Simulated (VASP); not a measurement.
**TiMoSe3: relaxation of cell and atoms with PBE**

TiMoSe3:

```
Ti Mo Se
1.0
     2.98773    1.72497    4.10238
    -2.98773    1.72497    4.10238
     0.00000   -3.44994    4.10238
Ti Mo Se
1 1 3
Direct
  0.00000 0.00000 0.00000
  0.50000 0.50000 0.50000
  0.50000 0.50000 0.00000
  0.00000 0.50000 0.50000
  0.50000 0.00000 0.50000
```

The cell was built by a generator and needn't be a form met in nature.

```
Program                : VASP 6.6.1
Task                   : relaxation of cell and atoms
Functional             : PBE
Potentials or basis    : VASP PAW PBE potentials, release 64 (Ti_sv, Mo_sv, Se)
Cutoff                 : 520 eV
k mesh                 : 3 × 3 × 3
Occupations            : gaussian, width 0.15 eV
Spin                   : no spin polarisation
Further INCAR settings : PREC = Normal; ALGO = Fast; EDIFF = 0.0001; IBRION = 2; EDIFFG = -0.08; NSW = 24; ISIF = 3
```

```
Relaxed volume                         : 21.94 Å³/atom
Relaxed cell                           : a = 5.096 Å, b = 5.096 Å, c = 5.096 Å, α = 68.14°, β = 68.14°, γ = 68.14°
Space group after relaxing (to 0.05 Å) : R-3m (No. 166)
Energy gained by relaxing              : 104.4 meV/atom
Ionic steps                            : 3
Pressure after relaxing                : -0.1 GPa
Band gap on the k mesh                 : none (metal or under the smearing width)
```

Stress tensor (GPa, compression positive):
```
-0.05  0.00  0.00
 0.00 -0.05  0.00
 0.00  0.00 -0.17
```

The path:
| step | energy change (eV) | largest force (eV/Å) | pressure (GPa) | volume (Å³) |
| --- | --- | --- | --- | --- |
| 1 | 0.0000 | 0.0000 | -8.34 | 126.86 |
| 2 | -0.4389 | 0.0000 | 4.97 | 104.12 |
| 3 | -0.5222 | 0.0000 | -0.09 | 109.72 |

Final structure:
```
Ti Mo Se
1.0
     2.85476    1.64820    3.88647
    -2.85476    1.64820    3.88647
     0.00000   -3.29640    3.88647
Ti Mo Se
1 1 3
Direct
  0.00000 0.00000 0.00000
  0.50000 0.50000 0.50000
  0.50000 0.50000 0.00000
  0.00000 0.50000 0.50000
  0.50000 0.00000 0.50000
```

Levels at points of the mesh, in eV from the Fermi level:
```csv
k point,band 18,band 19,band 20,band 21,band 22,band 23,band 24,band 25,band 26
"(0.00, 0.00, 0.00)",-2.39,-1.72,-1.72,-0.25,-0.25,-0.05,0.19,0.61,1.51
```

Wall time 46 s on 1 thread of Intel(R) Xeon(R) 6975P-C (Granite Rapids) (shared host), peak memory 0.18 GiB.

Caveat: the k mesh is coarse (spacing up to 0.44 Å⁻¹), so the values aren't converged; the relaxation stopped at a loose force limit of 0.08 eV/Å, so its end isn't a converged minimum.
